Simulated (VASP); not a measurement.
# AlN: exact exchange and RPA correlation, part 5 of 6

Wanted: where the RPA puts the energy minimum of AlN. The scan starts from a database cell scaled to its smallest volume. The cell is of the zinc-blende type, which need not be the form that is stable at ambient conditions. The start is a computed cell from a database.

VASP 6.6.1, plane waves and PAW; the level of theory is named at each step.

So far. Step 23 (Orbitals, volume ratio 1.02): The run ends at a pressure of -8.26 GPa. Step 24 (Exact exchange, volume ratio 1.02): The Hartree-Fock energy on these orbitals is -12.8083 eV an atom.

**26. RPA correlation, volume ratio 1.02**

This step: RPA correlation on LDA orbitals; plane waves and PAW (Al_GW, N_GW) (VASP 6.6.1).

RPA correlation at this point.

INCAR reads:

```
SYSTEM = AlN
PREC = Accurate
ENCUT = 470
ISMEAR = 0
SIGMA = 0.05
LREAL = .FALSE.
GGA = CA
NBANDS = 528
ALGO = ACFDT
ENCUTGW = 160
NOMEGA = 12
PRECFOCK = Fast
LWAVE = .FALSE.
LCHARG = .FALSE.
```

POSCAR reads:

```
AlN
1.0
    0.0000000000      2.1984575146      2.1984575146
    2.1984575146      0.0000000000      2.1984575146
    2.1984575146      2.1984575146      0.0000000000
Al N
1 1
Direct
    0.0000000000      0.0000000000      0.0000000000
    0.2500000000      0.2500000000      0.2500000000
```

KPOINTS reads:

```
Automatic mesh
0
Gamma
6 6 6
0 0 0
```

PAW data sets: Al_GW and N_GW (LDA family, release 64).

The run is started by

```sh
mpirun -np 4 vasp_std
```

Log:

```text
[banner, memory and clock lines left out]
running    4 mpi-ranks, on    1 nodes
[...]
LDA part: xc-table for (Slater(with rela. corr.)+CA(PZ))
 , standard interpolation
 found WAVECAR, reading the header
 POSCAR, INCAR and KPOINTS ok, starting setup
[...]
reading WAVECAR
 the WAVECAR file was read successfully
 initial charge from wavefunction
 available memory per node:     87.94 GB, setting MAXMEM to     90054

 The Fermi energy was updated, please check that it is located mid-gap
 values below the HOMO (VB) or above the LUMO (CB) will cause erroneous energies
 E-fermi :   6.2766

 the WAVEDER file was read successfully
 set NWRITE>2 for more details about minimax calculation
 number of imaginary grid points requested:      12
 number of distinct grids requested:  1
 quadrature errors minimized for energies in [ 0.322E+01, 0.474E+03 ]
 bosonic grid (T=0, re) determined with error: 0.7358E-08
 bosonic grid (re): 0.7358E-08
       0.7164       2.3073       4.4203       7.5737      12.5972
[...]
NQ=  10    0.3333    0.3333    0.0000,
|.........|.........|.........|.........
 performed      53080000 updates of chi_q(r,r)
 total number of BLAS operations       4068.09 Gflops
NQ=  11    0.5000    0.3333    0.0000,
|.........|.........|.........|.........
 performed      58388000 updates of chi_q(r,r)
 total number of BLAS operations       4484.36 Gflops
NQ=  12   -0.3333    0.3333    0.0000,
|.........|.........|.........|.........
 performed      63696000 updates of chi_q(r,r)
 total number of BLAS operations       4917.61 Gflops
NQ=  13    0.5000    0.5000    0.0000,
|.........|.........|.........|.........
 performed      69004000 updates of chi_q(r,r)
 total number of BLAS operations       5277.10 Gflops
NQ=  14    0.5000    0.3333    0.1667,
|.........|.........|.........|.........
 performed      74312000 updates of chi_q(r,r)
 total number of BLAS operations       5710.35 Gflops
NQ=  15   -0.3333    0.3333    0.1667,
|.........|.........|.........|.........
 performed      79620000 updates of chi_q(r,r)
 total number of BLAS operations       6118.25 Gflops
NQ=  16   -0.3333    0.5000    0.1667,
|.........|.........|.........|.........
 performed      84928000 updates of chi_q(r,r)
 total number of BLAS operations       6577.63 Gflops
 entering main loop
```

Run time: 97 s. Hardware: 4 MPI ranks of Intel Xeon 6975P-C (Granite Rapids), shared host; peak memory 1.6 GiB; 6.4 min of CPU time.

From OUTCAR (step 26):

```text
      cutoff energy     smooth cutoff   RPA   correlation   Hartree contr. to MP2
---------------------------------------------------------------------------------
            160.000           128.000      -11.1141829377      -18.0443483530
            152.381           121.905      -10.9869979344      -17.8809816718
            145.125           116.100      -10.8533490964      -17.7065277149
            138.214           110.571      -10.7143933917      -17.5222886327
            131.632           105.306      -10.5680243862      -17.3253052554
            125.364           100.291      -10.4169663030      -17.1190391026
            119.394            95.516      -10.2595741981      -16.9007136404
            113.709            90.967      -10.0962243868      -16.6708209700
  linear regression

[... 3 parts as in an earlier step ...]

[... 1 further part left out ...]
[key lines of the parts left out:]
E-fermi :   6.2766
```

The correlation energy is -6.3103 eV an atom, -18 meV against the point before. With exact exchange the total is -19.1186 eV an atom.

**27. Comparison: r2SCAN, volume ratio 1.02**

This step: r2SCAN; plane waves and PAW (Al_GW, N_GW) (VASP 6.6.1).

The comparison at this point.

INCAR reads:

```
SYSTEM = AlN
PREC = Accurate
ENCUT = 470
EDIFF = 1E-06
NELM = 100
ISMEAR = 0
SIGMA = 0.05
LREAL = .FALSE.
ALGO = Normal
METAGGA = R2SCAN
LASPH = .TRUE.
NBANDS = 10
LWAVE = .FALSE.
LCHARG = .FALSE.
KPAR = 4
```

POSCAR is that of step 26.

KPOINTS is that of step 26.

The run is started by

```sh
mpirun -np 4 vasp_std
```

Log:

```text
[... set-up lines as in an earlier step ...]
 entering main loop
       N       E                     dE             d eps       ncg     rms          rms(c)
DAV:   1    -0.230166E+02   -0.23017E+02   -0.47785E+03   328   0.712E+02
DAV:   2    -0.613982E+02   -0.38382E+02   -0.35890E+02   414   0.195E+02
DAV:   3    -0.626002E+02   -0.12020E+01   -0.11992E+01   418   0.294E+01
DAV:   4    -0.626080E+02   -0.77900E-02   -0.77880E-02   378   0.289E+00
[...]
DAV:   9    -0.579783E+02    0.30995E-03   -0.22125E-03   508   0.462E-01    0.594E-02
DAV:  10    -0.579784E+02   -0.93876E-04   -0.15695E-04   360   0.165E-01    0.356E-03
DAV:  11    -0.579784E+02   -0.47537E-06   -0.40223E-06   434   0.174E-02
   1 F= -.57978443E+02 E0= -.57978443E+02  d E =-.237094E-12
```

Elapsed: 5.2 s, on 4 MPI ranks; peak memory 0.5 GiB; 18 s of CPU time.

OUTCAR, selected parts (step 27):

```text
  Total       -0.7222515     -0.7222515     -0.7222515      0.0000000     -0.0000000      0.0000000
  in kB      -54.4521220    -54.4521220    -54.4521220      0.0000000     -0.0000000      0.0000000
  external PRESSURE =     -54.4521220 kB  Pullay stress =       0.0000000 kB

 POSITION                                       TOTAL-FORCE (eV/Angst)
 -----------------------------------------------------------------------------------
      0.00000      0.00000      0.00000        -0.000000     -0.000000     -0.000000
      1.09923      1.09923      1.09923         0.000000      0.000000      0.000000
 -----------------------------------------------------------------------------------
    total drift:                               -0.000001     -0.000001     -0.000001

  FREE ENERGIE OF THE ION-ELECTRON SYSTEM (eV)
  ---------------------------------------------------
  free  energy   TOTEN  =       -57.9784429670 eV

  energy  without entropy=      -57.9784429670  energy(sigma->0) =      -57.97844297

[... 2 parts as in an earlier step ...]

[... 1 further part left out ...]
[key lines of the parts left out:]
E-fermi :   4.9059
```

Its energy is -28.9892 eV an atom, on a zero of its own.

**28. Orbitals for comparison: HSE06, volume ratio 1.02**

This step: LDA; plane waves and PAW (Al_GW, N_GW) (VASP 6.6.1).

Starting orbitals, as before.

INCAR reads:

```
SYSTEM = AlN
PREC = Accurate
ENCUT = 470
EDIFF = 1E-05
NELM = 100
ISMEAR = 0
SIGMA = 0.05
LREAL = .FALSE.
ALGO = Normal
GGA = CA
NBANDS = 10
LORBIT = 11
LWAVE = .TRUE.
LCHARG = .FALSE.
KPAR = 4
```

POSCAR is that of step 27.

KPOINTS is that of step 27.

The run is started by

```sh
mpirun -np 4 vasp_std
```

Log:

```text
[... set-up lines as in an earlier step ...]
 entering main loop
       N       E                     dE             d eps       ncg     rms          rms(c)
[... 9 cycles as in an earlier step ...]
DAV:  10    -0.163841E+02   -0.20182E-04   -0.65930E-05   390   0.910E-02    0.138E-02
DAV:  11    -0.163841E+02    0.19844E-05   -0.35398E-06   224   0.253E-02
   1 F= -.16384065E+02 E0= -.16384065E+02  d E =-.471377E-17
 writing wavefunctions
```

Elapsed: 1.6 s, on 4 MPI ranks; peak memory 0.45 GiB; 3.7 s of CPU time.

From OUTCAR (step 28):

```text
  Total       -1.0966510     -1.0966510     -1.0966510      0.0000000      0.0000000      0.0000000
  in kB      -82.6789164    -82.6789164    -82.6789164      0.0000000      0.0000000      0.0000000
  external PRESSURE =     -82.6789164 kB  Pullay stress =       0.0000000 kB

  FREE ENERGIE OF THE ION-ELECTRON SYSTEM (eV)
  ---------------------------------------------------
  free  energy   TOTEN  =       -16.3840645957 eV

  energy  without entropy=      -16.3840645957  energy(sigma->0) =      -16.38406460

[... 3 parts as in an earlier step ...]

[... 1 further part left out ...]
[key lines of the parts left out:]
E-fermi :   4.9518
```

The run ends at a pressure of -8.27 GPa.

**29. Comparison: HSE06, volume ratio 1.02**

This step: HSE06; plane waves and PAW (Al_GW, N_GW) (VASP 6.6.1).

The comparison at this point.

INCAR reads:

```
SYSTEM = AlN
PREC = Accurate
ENCUT = 470
EDIFF = 1E-06
NELM = 100
ISMEAR = 0
SIGMA = 0.05
LREAL = .FALSE.
ALGO = Normal
LHFCALC = .TRUE.
AEXX = 0.25
GGA = PE
HFSCREEN = 0.2
LASPH = .TRUE.
NBANDS = 10
PRECFOCK = Fast
LWAVE = .FALSE.
LCHARG = .FALSE.
KPAR = 4
```

POSCAR is that of step 28.

KPOINTS is that of step 28.

The run starts from files that an earlier step left in the folder.

The run is started by

```sh
mpirun -np 4 vasp_std
```

Log:

```text
[... set-up lines as in an earlier step ...]
 entering main loop
       N       E                     dE             d eps       ncg     rms          rms(c)
DAV:   1    -0.174420E+02   -0.17442E+02   -0.78342E-01   328   0.998E+00    0.551E-01
DAV:   2    -0.174408E+02    0.12426E-02   -0.10041E-02   454   0.113E+00    0.365E-01
DAV:   3    -0.174388E+02    0.19414E-02   -0.49484E-03   408   0.396E-01    0.242E-01
DAV:   4    -0.174384E+02    0.38336E-03   -0.41459E-04   368   0.161E-01    0.151E-01
[...]
DAV:   8    -0.174382E+02    0.63470E-05   -0.27856E-06   334   0.189E-02    0.151E-02
DAV:   9    -0.174382E+02    0.19402E-05   -0.88525E-07   182   0.118E-02    0.885E-03
DAV:  10    -0.174382E+02    0.57609E-06   -0.32187E-07   178   0.709E-03
   1 F= -.17438153E+02 E0= -.17438153E+02  d E =-.732369E-24
```

It took 37 s on 4 MPI ranks; peak memory 0.87 GiB; 2.4 min of CPU time.

Parts of OUTCAR (step 29):

```text
 POSITION                                       TOTAL-FORCE (eV/Angst)
 -----------------------------------------------------------------------------------
      0.00000      0.00000      0.00000         0.000000     -0.000000     -0.000000
      1.09923      1.09923      1.09923        -0.000000      0.000000      0.000000
 -----------------------------------------------------------------------------------
    total drift:                               -0.000002     -0.000001     -0.000002

  FREE ENERGIE OF THE ION-ELECTRON SYSTEM (eV)
  ---------------------------------------------------
  free  energy   TOTEN  =       -17.4381529186 eV

  energy  without entropy=      -17.4381529186  energy(sigma->0) =      -17.43815292

[... 2 parts as in an earlier step ...]

[... 1 further part left out ...]
[key lines of the parts left out:]
E-fermi :   4.3518
```

Its energy is -8.7191 eV an atom, on a zero of its own.

**30. Orbitals, volume ratio 1.06**

This step: LDA; plane waves and PAW (Al_GW, N_GW) (VASP 6.6.1).

The same chain follows at a volume ratio of 1.06.

INCAR reads:

```
SYSTEM = AlN
PREC = Accurate
ENCUT = 470
EDIFF = 1E-08
NELM = 100
ISMEAR = 0
SIGMA = 0.05
LREAL = .FALSE.
ALGO = Normal
GGA = CA
NBANDS = 10
LORBIT = 11
LWAVE = .TRUE.
LCHARG = .FALSE.
KPAR = 4
```

POSCAR reads:

```
AlN
1.0
    0.0000000000      2.2268278375      2.2268278375
    2.2268278375      0.0000000000      2.2268278375
    2.2268278375      2.2268278375      0.0000000000
Al N
1 1
Direct
    0.0000000000      0.0000000000      0.0000000000
    0.2500000000      0.2500000000      0.2500000000
```

KPOINTS is that of step 29.

The run is started by

```sh
mpirun -np 4 vasp_std
```

Log:

```text
[... set-up lines as in an earlier step ...]
 entering main loop
       N       E                     dE             d eps       ncg     rms          rms(c)
DAV:   1     0.125087E+02    0.12509E+02   -0.43624E+03   328   0.660E+02
DAV:   2    -0.177003E+02   -0.30209E+02   -0.28532E+02   382   0.167E+02
DAV:   3    -0.186971E+02   -0.99687E+00   -0.99547E+00   406   0.266E+01
DAV:   4    -0.187031E+02   -0.60120E-02   -0.60113E-02   392   0.251E+00
[...]
DAV:  11    -0.163297E+02    0.18310E-05   -0.31030E-06   374   0.237E-02    0.204E-03
DAV:  12    -0.163297E+02    0.30896E-07   -0.68571E-08   392   0.274E-03    0.345E-04
DAV:  13    -0.163297E+02    0.50906E-08   -0.11041E-08   236   0.968E-04
   1 F= -.16329685E+02 E0= -.16329685E+02  d E =-.635025E-12
 writing wavefunctions
```

It took 1.8 s on 4 MPI ranks; peak memory 0.45 GiB.

OUTCAR, selected parts (step 30):

```text
  Total       -2.0255699     -2.0255699     -2.0255699      0.0000000     -0.0000000      0.0000000
  in kB     -146.9494291   -146.9494291   -146.9494291      0.0000000     -0.0000000      0.0000000
  external PRESSURE =    -146.9494291 kB  Pullay stress =       0.0000000 kB

 POSITION                                       TOTAL-FORCE (eV/Angst)
 -----------------------------------------------------------------------------------
      0.00000      0.00000      0.00000        -0.000000     -0.000000     -0.000000
      1.11341      1.11341      1.11341         0.000000      0.000000      0.000000
 -----------------------------------------------------------------------------------
    total drift:                               -0.000000     -0.000000     -0.000000

  FREE ENERGIE OF THE ION-ELECTRON SYSTEM (eV)
  ---------------------------------------------------
  free  energy   TOTEN  =       -16.3296848901 eV

  energy  without entropy=      -16.3296848901  energy(sigma->0) =      -16.32968489

[... 1 part as in an earlier step ...]

[... 2 further parts left out ...]
[key lines of the parts left out:]
E-fermi :   4.5739
```

The run ends at a pressure of -14.69 GPa.

**31. Exact exchange, volume ratio 1.06**

This step: Hartree-Fock energy on LDA orbitals; plane waves and PAW (Al_GW, N_GW) (VASP 6.6.1).

Exact exchange at this point.

INCAR reads:

```
SYSTEM = AlN
PREC = Accurate
ENCUT = 470
ISMEAR = 0
SIGMA = 0.05
LREAL = .FALSE.
GGA = CA
NBANDS = 10
ALGO = Eigenval
NELM = 1
LHFCALC = .TRUE.
AEXX = 1
ALDAC = 0
AGGAC = 0
PRECFOCK = Normal
LWAVE = .FALSE.
LCHARG = .FALSE.
```

POSCAR is that of step 30.

KPOINTS is that of step 30.

The WAVECAR or CHGCAR of an earlier step is read.

The run is started by

```sh
mpirun -np 4 vasp_std
```

Log:

```text
[... set-up lines as in an earlier step ...]
 entering main loop
       N       E                     dE             d eps       ncg     rms          rms(c)
EIG:   1    -0.255560E+02   -0.25556E+02    0.00000E+00     0   0.000E+00
   1 F= -.25555974E+02 E0= -.25555974E+02  d E =-.178873E-16
```

Wall time 14 s (4 MPI ranks); peak memory 0.42 GiB; 53 s of CPU time.

Parts of OUTCAR (step 31):

```text
 POSITION                                       TOTAL-FORCE (eV/Angst)
 -----------------------------------------------------------------------------------
      0.00000      0.00000      0.00000         0.000000     -0.000000      0.000000
      1.11341      1.11341      1.11341        -0.000000      0.000000     -0.000000
 -----------------------------------------------------------------------------------
    total drift:                               -0.000000     -0.000000     -0.000000

  FREE ENERGIE OF THE ION-ELECTRON SYSTEM (eV)
  ---------------------------------------------------
  free  energy   TOTEN  =       -25.5559736173 eV

  energy  without entropy=      -25.5559736173  energy(sigma->0) =      -25.55597362

[... 2 parts as in an earlier step ...]

[... 1 further part left out ...]
[key lines of the parts left out:]
E-fermi :   4.6260
```

The Hartree-Fock energy on these orbitals is -12.7780 eV an atom.

**32. Empty bands, volume ratio 1.06**

This step: LDA; plane waves and PAW (Al_GW, N_GW) (VASP 6.6.1).

The empty bands are made again, for the run that follows.

INCAR reads:

```
SYSTEM = AlN
PREC = Accurate
ENCUT = 470
ISMEAR = 0
SIGMA = 0.05
LREAL = .FALSE.
GGA = CA
NBANDS = 528
ALGO = Exact
NELM = 1
LWAVE = .TRUE.
LCHARG = .FALSE.
LOPTICS = .TRUE.
NEDOS = 1000
CSHIFT = 0.1
```

POSCAR is that of step 31.

KPOINTS is that of step 31.

The run is started by

```sh
mpirun -np 4 vasp_std
```

Log:

```text
[... set-up lines as in an earlier step ...]
 entering main loop
       N       E                     dE             d eps       ncg     rms          rms(c)
DIA:   1    -0.163297E+02   -0.16330E+02    0.00000E+00     0   0.000E+00
   1 F= -.16329685E+02 E0= -.16329685E+02  d E =-.100471E-56
 writing wavefunctions
 optical routines
 imaginary and real dielectric function
 recalculating local potential from charge density
 direction            1
 direction            2
 direction            3
```

Wall time 3.6 s (4 MPI ranks); peak memory 0.58 GiB; 12 s of CPU time.

OUTCAR, selected parts (step 32):

```text
  Total       -2.0256122     -2.0256122     -2.0256122      0.0000000      0.0000000      0.0000000
  in kB     -146.9524924   -146.9524924   -146.9524924      0.0000000      0.0000000      0.0000000
  external PRESSURE =    -146.9524924 kB  Pullay stress =       0.0000000 kB

  FREE ENERGIE OF THE ION-ELECTRON SYSTEM (eV)
  ---------------------------------------------------
  free  energy   TOTEN  =       -16.3296848917 eV

  energy  without entropy=      -16.3296848917  energy(sigma->0) =      -16.32968489

[... 3 parts as in an earlier step ...]

[... 1 further part left out ...]
[key lines of the parts left out:]
E-fermi :   4.9043
```

**33. RPA correlation, volume ratio 1.06**

This step: RPA correlation on LDA orbitals; plane waves and PAW (Al_GW, N_GW) (VASP 6.6.1).

RPA correlation at this point.

INCAR reads:

```
SYSTEM = AlN
PREC = Accurate
ENCUT = 470
ISMEAR = 0
SIGMA = 0.05
LREAL = .FALSE.
GGA = CA
NBANDS = 528
ALGO = ACFDT
ENCUTGW = 160
NOMEGA = 12
PRECFOCK = Fast
LWAVE = .FALSE.
LCHARG = .FALSE.
```

POSCAR is that of step 32.

KPOINTS is that of step 32.

The run is started by

```sh
mpirun -np 4 vasp_std
```

Log:

```text
[banner, memory and clock lines left out]
running    4 mpi-ranks, on    1 nodes
[...]
LDA part: xc-table for (Slater(with rela. corr.)+CA(PZ))
 , standard interpolation
 found WAVECAR, reading the header
 POSCAR, INCAR and KPOINTS ok, starting setup
[...]
reading WAVECAR
 the WAVECAR file was read successfully
 initial charge from wavefunction
 available memory per node:     95.07 GB, setting MAXMEM to     97350

 The Fermi energy was updated, please check that it is located mid-gap
 values below the HOMO (VB) or above the LUMO (CB) will cause erroneous energies
 E-fermi :   5.9472

 the WAVEDER file was read successfully
 set NWRITE>2 for more details about minimax calculation
 number of imaginary grid points requested:      12
 number of distinct grids requested:  1
 quadrature errors minimized for energies in [ 0.320E+01, 0.474E+03 ]
 bosonic grid (T=0, re) determined with error: 0.7518E-08
 bosonic grid (re): 0.7518E-08
       0.7126       2.2954       4.3983       7.5384      12.5431
[...]
NQ=  10    0.3333    0.3333    0.0000,
|.........|.........|.........|.........
 performed      53220000 updates of chi_q(r,r)
 total number of BLAS operations       4527.12 Gflops
NQ=  11    0.5000    0.3333    0.0000,
|.........|.........|.........|.........
 performed      58542000 updates of chi_q(r,r)
 total number of BLAS operations       4970.15 Gflops
NQ=  12   -0.3333    0.3333    0.0000,
|.........|.........|.........|.........
 performed      63864000 updates of chi_q(r,r)
 total number of BLAS operations       5404.53 Gflops
NQ=  13    0.5000    0.5000    0.0000,
|.........|.........|.........|.........
 performed      69186000 updates of chi_q(r,r)
 total number of BLAS operations       5901.21 Gflops
NQ=  14    0.5000    0.3333    0.1667,
|.........|.........|.........|.........
 performed      74508000 updates of chi_q(r,r)
 total number of BLAS operations       6335.60 Gflops
NQ=  15   -0.3333    0.3333    0.1667,
|.........|.........|.........|.........
 performed      79830000 updates of chi_q(r,r)
 total number of BLAS operations       6796.17 Gflops
NQ=  16   -0.3333    0.5000    0.1667,
|.........|.........|.........|.........
 performed      85152000 updates of chi_q(r,r)
 total number of BLAS operations       7256.74 Gflops
 entering main loop
```

Wall time 97 s (4 MPI ranks); peak memory 1.6 GiB; 6.4 min of CPU time.

OUTCAR, selected parts (step 33):

```text
      cutoff energy     smooth cutoff   RPA   correlation   Hartree contr. to MP2
---------------------------------------------------------------------------------
            160.000           128.000      -11.1739551496      -18.2907090786
            152.381           121.905      -11.0486990491      -18.1293669573
            145.125           116.100      -10.9157843306      -17.9551939012
            138.214           110.571      -10.7779960515      -17.7717529688
            131.632           105.306      -10.6331065359      -17.5758078734
            125.364           100.291      -10.4824768351      -17.3691195286
            119.394            95.516      -10.3273464175      -17.1529568934
            113.709            90.967      -10.1645380126      -16.9226429811
  linear regression

[... 3 parts as in an earlier step ...]

[... 1 further part left out ...]
[key lines of the parts left out:]
E-fermi :   5.9472
```

The correlation energy is -6.3342 eV an atom, -24 meV against the point before. With exact exchange the total is -19.1122 eV an atom.

[end of part 5 of 6]

[Long decimals in the printed logs are rounded to 6 places.]

[Lines on the potential files, build, host, timing and source positions are cut from VASP's logs without a mark.]

[Logs are printed without paths, hosts, clocks, repeated set-up lines and the standing remarks that a program may print on its own settings, such as how far it seeks lower states.]

[Hosts, paths, dates, database ids (printed as entryN), source tags and the programs' standing remarks are cut or masked in the printed files.]

[Measured values are set beside computed ones only where the two were judged alike; some that the calculation misses by far are left out.]

[Pressures printed for these runs are not shown converged in the cutoff: they can be off by several GPa and have the wrong sign.]
